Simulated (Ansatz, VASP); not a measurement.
# Cross-check of WF6 (WF6 (Pnma)) between VASP and Ansatz, part 2 of 3

One calculation is typed for both programs; each brings its own data sets. How far apart do they land? Of the first pair: The structure shown is the start of the Ansatz relaxation below; VASP solves that cell, so the two are compared at the walk's first step.

VASP 6.6.1 and Ansatz 0.2.0.

So far: The starting structure; Ansatz: relaxation, r2SCAN.

### Step 3. VASP: single point, r2SCAN, start cell, pair 1

Level of this step: r2SCAN, no spin polarisation; plane waves and PAW (W, F) (VASP).

The same cell, functional, mesh and smearing now go to VASP, with its own data sets.

Lines of VASP's logs that name or quote its potential files are left out, and so is its time.

Contents of INCAR:

```
SYSTEM = WF6
PREC = Accurate
ENCUT = 580
EDIFF = 1E-06
NELM = 120
ISMEAR = -1
SIGMA = 0.01
LREAL = .FALSE.
ALGO = Normal
METAGGA = R2SCAN
LASPH = .TRUE.
NBANDS = 116
LORBIT = 11
LWAVE = .FALSE.
LCHARG = .FALSE.
ISIF = 2
GGA_COMPAT = .FALSE.
EFERMI = MIDGAP
LMIXTAU = .TRUE.
KPAR = 4
```

Contents of POSCAR:

```
WF6
1.0
    9.3851330000      0.0000000000      0.0000000000
    0.0000000000      8.5387200000      0.0000000000
    0.0000000000      0.0000000000      4.9624070000
W F
4 24
Direct
    0.3721328990      0.7500000000      0.5830096161
    0.1278671543      0.2500000000      0.0830096161
    0.6278671544      0.2500000000      0.4169904847
    0.8721328990      0.7500000000      0.9169904847
    0.7408647538      0.4033751838      0.5707600667
    0.7591352994      0.5966248162      0.0707600667
    0.2591352994      0.9033751838      0.4292400341
    0.2408647538      0.0966248162      0.9292400341
    0.9877551016      0.7500000000      0.2192252671
    0.5122449517      0.2500000000      0.7192252671
    0.0122449517      0.2500000000      0.7807748337
    0.4877551016      0.7500000000      0.2807748337
    0.7562282815      0.7500000000      0.6144050156
    0.7437717718      0.2500000000      0.1144050156
    0.2437717718      0.2500000000      0.3855950852
    0.2562282815      0.7500000000      0.8855950852
    0.9855630176      0.9027300638      0.7613235372
    0.5144370357      0.0972699362      0.2613235372
    0.0144370357      0.4027300638      0.2386765636
    0.4855630176      0.5972699362      0.7386765636
    0.0144370357      0.0972699362      0.2386765636
    0.4855630176      0.9027300638      0.7386765636
    0.9855630176      0.5972699362      0.7613235372
    0.5144370357      0.4027300638      0.2613235372
    0.7591352994      0.9033751838      0.0707600667
    0.7408647538      0.0966248162      0.5707600667
    0.2408647538      0.4033751838      0.9292400341
    0.2591352994      0.5966248162      0.4292400341
```

Contents of KPOINTS:

```
Automatic mesh
0
Gamma
3 3 6
0 0 0
```

PAW data sets: W and F (PBE family, release 64).

Run with:

```console
> mpirun -np 4 vasp_std
```

Numbers of over 12 decimals in the logs are rounded to 6 here.

The log of the run:

```text
[banner, memory and clock lines left out]
running    4 mpi-ranks, on    1 nodes
 distrk:  each k-point on    1 cores,    4 groups
 distr:  one band on    1 cores,    1 groups

 POSCAR found type information on POSCAR W F
 POSCAR found :  2 types and      28 ions
|                                                                             |
|               ----> ADVICE to this user running VASP <----                  |
|                                                                             |
|     You have a (more or less) 'large supercell' and for larger cells it     |
|     might be more efficient to use real-space projection operators.         |
|     Therefore, try LREAL= Auto in the INCAR file.                           |
|     Mind: For very accurate calculation, you might also keep the            |
|     reciprocal projection scheme (i.e. LREAL=.FALSE.).                      |
|                                                                             |

|                                                                             |
|               ----> ADVICE to this user running VASP <----                  |
|                                                                             |
|     You enforced a specific xc type in the INCAR file but a different       |
|     [... a line on the potential file left out ...]
|     I HOPE YOU KNOW WHAT YOU ARE DOING!                                     |
|                                                                             |

 LDA part: xc-table for (None), standard interpolation
 POSCAR, INCAR and KPOINTS ok, starting setup
 FFT: planning ... GRIDC
 FFT: planning ... GRID_SOFT
 FFT: planning ... GRID
 WAVECAR not read
 entering main loop
       N       E                     dE             d eps       ncg     rms          rms(c)
DAV:   1     0.137467713380E+04    0.13747E+04   -0.11792E+05  3728   0.175E+03
DAV:   2    -0.342276504899E+03   -0.17170E+04   -0.16714E+04  4632   0.438E+02
DAV:   3    -0.452355246310E+03   -0.11008E+03   -0.10941E+03  4128   0.114E+02
DAV:   4    -0.453759649474E+03   -0.14044E+01   -0.14013E+01  4216   0.151E+01
DAV:   5    -0.453784423407E+03   -0.24774E-01   -0.24756E-01  4144   0.188E+00    0.113E+02
DAV:   6    -0.386544336933E+03    0.67240E+02   -0.10180E+02  4368   0.305E+01    0.363E+01
DAV:   7    -0.359162840147E+03    0.27381E+02   -0.15815E+01  4104   0.131E+01    0.269E+01
DAV:   8    -0.383041588969E+03   -0.23879E+02   -0.10202E+01  4288   0.129E+01    0.137E+01
DAV:   9    -0.351407045710E+03    0.31635E+02   -0.85615E+00  4156   0.113E+01    0.863E+00
DAV:  10    -0.357153212459E+03   -0.57462E+01   -0.19494E+00  4032   0.572E+00    0.144E+00
DAV:  11    -0.357482172244E+03   -0.32896E+00   -0.21278E-01  4028   0.220E+00    0.128E+00
DAV:  12    -0.358226439358E+03   -0.74427E+00   -0.15406E-01  4040   0.183E+00    0.270E-01
DAV:  13    -0.358133131772E+03    0.93308E-01   -0.74301E-03  4020   0.435E-01    0.211E-01
DAV:  14    -0.358341972782E+03   -0.20884E+00   -0.10501E-01  4000   0.156E+00    0.210E-01
DAV:  15    -0.358335448258E+03    0.65245E-02   -0.64391E-03  4224   0.417E-01    0.468E-01
DAV:  16    -0.358348241295E+03   -0.12793E-01   -0.81567E-04  4020   0.159E-01    0.316E-01
DAV:  17    -0.358355193317E+03   -0.69520E-02   -0.55063E-04  4048   0.127E-01    0.226E-01
DAV:  18    -0.358357685452E+03   -0.24921E-02   -0.48923E-04  4092   0.107E-01    0.123E-02
DAV:  19    -0.358358659170E+03   -0.97372E-03   -0.20986E-04  4096   0.798E-02    0.404E-02
DAV:  20    -0.358358583966E+03    0.75204E-04   -0.13969E-05  4016   0.217E-02    0.313E-02
DAV:  21    -0.358358598381E+03   -0.14415E-04   -0.16979E-06  2440   0.740E-03    0.159E-02
DAV:  22    -0.358358665665E+03   -0.67284E-04   -0.12067E-05  4064   0.169E-02    0.245E-03
DAV:  23    -0.358358677474E+03   -0.11809E-04   -0.22798E-06  2496   0.780E-03    0.170E-03
DAV:  24    -0.358358677995E+03   -0.52129E-06   -0.43559E-07  2232   0.353E-03
   1 F= -.35835868E+03 E0= -.35835868E+03  d E =0.000000E+00
```

From OUTCAR (step 3):

```text
ion  position               nearest neighbor table
   1  0.372  0.750  0.583-   7 1.85  28 1.85  12 1.85  22 1.85  20 1.85  16 1.85
   2  0.128  0.250  0.083-   8 1.85  27 1.85  11 1.85  21 1.85  19 1.85  15 1.85
   3  0.628  0.250  0.417-   5 1.85  26 1.85  10 1.85  24 1.85  18 1.85  14 1.85
   4  0.872  0.750  0.917-   6 1.85  25 1.85   9 1.85  23 1.85  17 1.85  13 1.85
   5  0.741  0.403  0.571-   3 1.85
   6  0.759  0.597  0.071-   4 1.85
   7  0.259  0.903  0.429-   1 1.85
   8  0.241  0.097  0.929-   2 1.85
   9  0.988  0.750  0.219-   4 1.85
  10  0.512  0.250  0.719-   3 1.85
  11  0.012  0.250  0.781-   2 1.85
  12  0.488  0.750  0.281-   1 1.85
  13  0.756  0.750  0.614-   4 1.85
  14  0.744  0.250  0.114-   3 1.85
  15  0.244  0.250  0.386-   2 1.85
  16  0.256  0.750  0.886-   1 1.85
  17  0.986  0.903  0.761-   4 1.85
  18  0.514  0.097  0.261-   3 1.85
  19  0.014  0.403  0.239-   2 1.85
  20  0.486  0.597  0.739-   1 1.85
  21  0.014  0.097  0.239-   2 1.85
  22  0.486  0.903  0.739-   1 1.85
  23  0.986  0.597  0.761-   4 1.85
  24  0.514  0.403  0.261-   3 1.85
  25  0.759  0.903  0.071-   4 1.85
  26  0.741  0.097  0.571-   3 1.85
  27  0.241  0.403  0.929-   2 1.85
  28  0.259  0.597  0.429-   1 1.85

  LATTYP: Found a simple orthorhombic cell.
 ALAT       =     4.9624070000
 B/A-ratio  =     1.7206811130
 C/A-ratio  =     1.8912461231

 Subroutine GETGRP returns: Found  8 space group operations
 (whereof  2 operations were pure point group operations)

The static configuration has the point symmetry S_2 .
 The point group associated with its full space group is D_2h.

 Found     16 irreducible k-points:

   k-points           NKPTS =     16   k-points in BZ     NKDIM =     16   number of bands    NBANDS=    116

   dimension x,y,z NGX =    80 NGY =   70 NGZ =   40
   dimension x,y,z NGXF=   160 NGYF=  140 NGZF=   80

   ENCUT  =  580.0 eV  42.63 Ry    6.53 a.u.  18.43 16.77  9.74*2*pi/ulx,y,z

   NELECT =     192.0000    total number of electrons

 k-points in reciprocal lattice and weights: Automatic mesh
   0.00000000  0.00000000  0.00000000       0.019
   0.33333333  0.00000000  0.00000000       0.037
   0.00000000  0.33333333  0.00000000       0.037
   0.33333333  0.33333333  0.00000000       0.074
   0.00000000  0.00000000  0.16666667       0.037
   0.33333333  0.00000000  0.16666667       0.074
   0.00000000  0.33333333  0.16666667       0.074
   0.33333333  0.33333333  0.16666667       0.148
   0.00000000  0.00000000  0.33333333       0.037
[...]
0.00000000  0.33333333  0.50000000       0.037
   0.33333333  0.33333333  0.50000000       0.074

 average (electrostatic) potential at core
       1 -55.8241       2 -55.8241       3 -55.8241       4 -55.8241       5 -85.0291
       6 -85.0291       7 -85.0291       8 -85.0291       9 -85.0305      10 -85.0305
      11 -85.0305      12 -85.0305      13 -85.0346      14 -85.0346      15 -85.0346
      16 -85.0346      17 -85.0096      18 -85.0096      19 -85.0096      20 -85.0096
      21 -85.0096      22 -85.0096      23 -85.0096      24 -85.0096      25 -85.0291
      26 -85.0291      27 -85.0291      28 -85.0291

 E-fermi :  -1.9797

 k-point     1 :       0.0000    0.0000    0.0000
  band No.  band energies     occupation
    ...
     92      -4.7288      2.00000
     93      -4.7260      2.00000
     94      -4.7165      2.00000
     95      -4.7113      2.00000
     96      -4.6129      2.00000
     97       0.6535      0.00000
     98       0.6892      0.00000
     99       0.7589      0.00000
    100       0.7921      0.00000
    101       0.7960      0.00000
    ...

 k-point     2 :       0.3333    0.0000    0.0000
  band No.  band energies     occupation
    ...
     92      -4.7557      2.00000
     93      -4.7401      2.00000
     94      -4.7334      2.00000
     95      -4.6685      2.00000
     96      -4.6250      2.00000
     97       0.6863      0.00000
     98       0.7061      0.00000
     99       0.7412      0.00000
    100       0.7566      0.00000
    101       0.8043      0.00000
    ...

 k-point     3 :       0.0000    0.3333    0.0000
  band No.  band energies     occupation
    ...
     92      -4.7373      2.00000
     93      -4.7283      2.00000
     94      -4.7245      2.00000
     95      -4.7212      2.00000
     96      -4.6848      2.00000
     97       0.6994      0.00000
     98       0.7171      0.00000
     99       0.7574      0.00000
    100       0.7580      0.00000
    101       0.7730      0.00000
    ...

  Total       -4.8908793     -4.4823523     -4.6571693      0.0000000     -0.0000000      0.0000000
  in kB      -19.7047958    -18.0588874    -18.7632049      0.0000000     -0.0000000      0.0000000
  external PRESSURE =     -18.8422960 kB  Pullay stress =       0.0000000 kB

  energy-cutoff  :      580.00
  volume of cell :      397.67
      direct lattice vectors                 reciprocal lattice vectors
     9.385133000  0.000000000  0.000000000     0.106551500  0.000000000  0.000000000
     0.000000000  8.538720000  0.000000000     0.000000000  0.117113572  0.000000000
     0.000000000  0.000000000  4.962407000     0.000000000  0.000000000  0.201515112

 POSITION                                       TOTAL-FORCE (eV/Angst)
 -----------------------------------------------------------------------------------
      3.49252      6.40404      2.89313         0.011282     -0.000000     -0.009790
      1.20005      2.13468      0.41193        -0.011282     -0.000000     -0.009790
      5.89262      2.13468      2.06928        -0.011282     -0.000000      0.009790
      8.18508      6.40404      4.55048         0.011282     -0.000000      0.009790
      6.95311      3.44431      2.83234        -0.180129     -0.211433     -0.124563
      7.12459      5.09441      0.35114         0.180129      0.211433     -0.124563
      2.43202      7.71367      2.13006         0.180129     -0.211433      0.124563
      2.26055      0.82505      4.61127        -0.180129      0.211433      0.124563
      9.27021      6.40404      1.08789        -0.184037     -0.000000     -0.254193
      4.80749      2.13468      3.56909         0.184037     -0.000000     -0.254193
      0.11492      2.13468      3.87452         0.184037     -0.000000      0.254193
      4.57765      6.40404      1.39332        -0.184037     -0.000000      0.254193
      7.09730      6.40404      3.04893         0.178151     -0.000000      0.231713
      6.98040      2.13468      0.56772        -0.178151     -0.000000      0.231713
      2.28783      2.13468      1.91348        -0.178151     -0.000000     -0.231713
      2.40474      6.40404      4.39468         0.178151     -0.000000     -0.231713
      9.24964      7.70816      3.77800        -0.181568     -0.209728      0.131109
      4.82806      0.83056      1.29679         0.181568      0.209728      0.131109
      0.13549      3.43880      1.18441         0.181568     -0.209728     -0.131109
      4.55707      5.09992      3.66561        -0.181568      0.209728     -0.131109
      0.13549      0.83056      1.18441         0.181568      0.209728     -0.131109
      4.55707      7.70816      3.66561        -0.181568     -0.209728     -0.131109
      9.24964      5.09992      3.77800        -0.181568      0.209728      0.131109
      4.82806      3.43880      1.29679         0.181568     -0.209728      0.131109
      7.12459      7.71367      0.35114         0.180129     -0.211433     -0.124563
      6.95311      0.82505      2.83234        -0.180129      0.211433     -0.124563
      2.26055      3.44431      4.61127        -0.180129     -0.211433      0.124563
      2.43202      5.09441      2.13006         0.180129      0.211433      0.124563
 -----------------------------------------------------------------------------------
    total drift:                               -0.000834     -0.000165     -0.007328

  FREE ENERGIE OF THE ION-ELECTRON SYSTEM (eV)
  ---------------------------------------------------
  free  energy   TOTEN  =      -358.3586779951 eV

  energy  without entropy=     -358.3586779951  energy(sigma->0) =     -358.35867800

 total charge
# of ion       s       p       d       tot
------------------------------------------
    1        0.695   1.171   3.985   5.851
    2        0.695   1.171   3.985   5.851
    3        0.695   1.171   3.985   5.851
    4        0.695   1.171   3.985   5.851
    5        1.749   4.343   0.000   6.092
    6        1.749   4.343   0.000   6.092
    7        1.749   4.343   0.000   6.092
    8        1.749   4.343   0.000   6.092
    9        1.749   4.343   0.000   6.093
   10        1.749   4.343   0.000   6.093
   11        1.749   4.343   0.000   6.093
   12        1.749   4.343   0.000   6.093
   13        1.749   4.347   0.000   6.096
   14        1.749   4.347   0.000   6.096
   15        1.749   4.347   0.000   6.096
   16        1.749   4.347   0.000   6.096
   17        1.749   4.344   0.000   6.093
   18        1.749   4.344   0.000   6.093
   19        1.749   4.344   0.000   6.093
   20        1.749   4.344   0.000   6.093
   21        1.749   4.344   0.000   6.093
   22        1.749   4.344   0.000   6.093
   23        1.749   4.344   0.000   6.093
   24        1.749   4.344   0.000   6.093
   25        1.749   4.343   0.000   6.092
   26        1.749   4.343   0.000   6.092
   27        1.749   4.343   0.000   6.092
   28        1.749   4.343   0.000   6.092
--------------------------------------------------
tot         44.762 108.940  15.941 169.643

[... 3 further parts left out ...]
```

This run has no spin polarisation, so a moment on W, if there is one, isn't seen.

### Step 4. Comparison

Known differences besides the potentials themselves: VASP keeps PBE cores, Ansatz makes them for the functional; the data sets hold 224 valence electrons in Ansatz (on its default PAW (the set named soft_2) files) and 192 in VASP; the cutoff is 500 eV in Ansatz and 580 eV in VASP. Total energies have different zeros and are not compared.

Forces on 10 of the 28 atoms, those with the largest forces and the largest differences (eV/Å; atoms numbered as in POSCAR):

```csv
atom,"Ansatz x, y, z","VASP x, y, z"
F6,"0.297, 0.358, -0.210","0.180, 0.211, -0.125"
F7,"0.297, -0.358, 0.210","0.180, -0.211, 0.125"
F8,"-0.297, 0.358, 0.210","-0.180, 0.211, 0.125"
F9,"-0.303, 0.000, -0.421","-0.184, 0.000, -0.254"
F10,"0.303, 0.000, -0.421","0.184, 0.000, -0.254"
F11,"0.303, 0.000, 0.421","0.184, 0.000, 0.254"
F12,"-0.303, 0.000, 0.421","-0.184, 0.000, 0.254"
F18,"0.301, 0.355, 0.215","0.182, 0.210, 0.131"
F19,"0.301, -0.355, -0.215","0.182, -0.210, -0.131"
F20,"-0.301, 0.355, -0.215","-0.182, 0.210, -0.131"
```

The forces differ by 110 meV/Å r.m.s., which is 67.4 % of the r.m.s. force of 0.163 eV/Å (both taken over all components).

### Step 5. Ansatz: relaxation, r2SCAN

This run makes the geometry at which the two programs are then compared. The cell compared in this pair holds 415.31 Å³, against 397.67 Å³ for the pair before.

The structure compared here is the end of the Ansatz relaxation.

Contents of input.yaml:

```yaml
crystal:
  lattice:
    - [9.3851333, 0.0, 0.0]
    - [0.0, 8.5387204, 0.0]
    - [0.0, 0.0, 4.9624074]
  atoms:
    - { symbol: W, position: [0.37213289, 0.75, 0.58300955] }
    - { symbol: W, position: [0.12786711, 0.25, 0.08300955] }
    - { symbol: W, position: [0.62786711, 0.25, 0.41699045] }
    - { symbol: W, position: [0.87213289, 0.75, 0.91699045] }
    - { symbol: F, position: [0.74086475, 0.40337516, 0.57076005] }
    - { symbol: F, position: [0.75913525, 0.59662484, 0.07076005] }
    - { symbol: F, position: [0.25913525, 0.90337516, 0.42923995] }
    - { symbol: F, position: [0.24086475, 0.09662484, 0.92923995] }
    - { symbol: F, position: [0.98775507, 0.75, 0.21922521] }
    - { symbol: F, position: [0.51224493, 0.25, 0.71922521] }
    - { symbol: F, position: [0.01224493, 0.25, 0.78077479] }
    - { symbol: F, position: [0.48775507, 0.75, 0.28077479] }
    - { symbol: F, position: [0.75622827, 0.75, 0.61440494] }
    - { symbol: F, position: [0.74377173, 0.25, 0.11440494] }
    - { symbol: F, position: [0.24377173, 0.25, 0.38559506] }
    - { symbol: F, position: [0.25622827, 0.75, 0.88559506] }
    - { symbol: F, position: [0.98556297, 0.90273007, 0.76132352] }
    - { symbol: F, position: [0.51443703, 0.09726993, 0.26132352] }
    - { symbol: F, position: [0.01443703, 0.40273007, 0.23867648] }
    - { symbol: F, position: [0.48556297, 0.59726993, 0.73867648] }
    - { symbol: F, position: [0.01443703, 0.09726993, 0.23867648] }
    - { symbol: F, position: [0.48556297, 0.90273007, 0.73867648] }
    - { symbol: F, position: [0.98556297, 0.59726993, 0.76132352] }
    - { symbol: F, position: [0.51443703, 0.40273007, 0.26132352] }
    - { symbol: F, position: [0.75913525, 0.90337516, 0.07076005] }
    - { symbol: F, position: [0.74086475, 0.09662484, 0.57076005] }
    - { symbol: F, position: [0.24086475, 0.40337516, 0.92923995] }
    - { symbol: F, position: [0.25913525, 0.59662484, 0.42923995] }
basis:
  ecutwfc: 500
  xc_grid: 2
hamiltonian:
  xc: r2scan
kpoints:
  mp_grid: { grid: [3, 3, 6] }
scf:
  occupations: { method: fermi_dirac, width: 0.01 }
  max_iter: 150
output:
  forces: true
  stress: true
relax:
  f_tol: 0.01
  max_steps: 60
  cell: {}
checkpoint:
  write: "../r2scan.run"
  compress: false
  write_wavefunctions: false
  write_every: 100000
```

Run with:

```console
> ansatz run input.yaml --threads 4 --pin off --max-ram 5652MiB --backend cpu --events-out ev --progress --plain --runs-dir out
```

The log of the run:

```text
[...]
Crystal: 28 atoms, lattice volume = 397.673 Å³
Basis set: ecut = 500 eV, 10051 PW (Γ), exchange–correlation on 144×128×80 points (8 copies of the dense FFT grid, shifted against one another)
Bands: 140, of which v1, the nominal top of the filled ones, is band 112 counted from 1 (111 counted from 0)
Symmetry: 8 space group operations
[...]
k-points: 16 of 54
[...]
- { symbol: F, position: [0.985370, 0.750000, 0.213698] }
    - { symbol: F, position: [0.514630, 0.25, 0.713698] }
    - { symbol: F, position: [0.014630, 0.25, 0.786302] }
    - { symbol: F, position: [0.485370, 0.750000, 0.286302] }
[...]
- { symbol: F, position: [0.761415, 0.900078, 0.068461] }
    - { symbol: F, position: [0.738585, 0.099922, 0.568461] }
    - { symbol: F, position: [0.238585, 0.400078, 0.931539] }
    - { symbol: F, position: [0.261415, 0.599922, 0.431539] }
[key lines of the parts left out:]
SCF converged after 7 iterations
Free energy (F): -61034.699541 eV
Fermi energy:    1.575944 eV
P = ⅓ Tr σ = 0.0033 GPa (0.033 kbar)
```

(Part 2 of 3 ends here.)

[Lines on the potential files, build, host, timing and source positions are cut from VASP's logs without a mark.]

[Logs are printed without paths, hosts, clocks, repeated set-up lines and the standing remarks that a program may print on its own settings, such as how far it seeks lower states.]

[Hosts, paths, dates, database ids (printed as entryN), source tags and the programs' standing remarks are cut or masked in the printed files.]
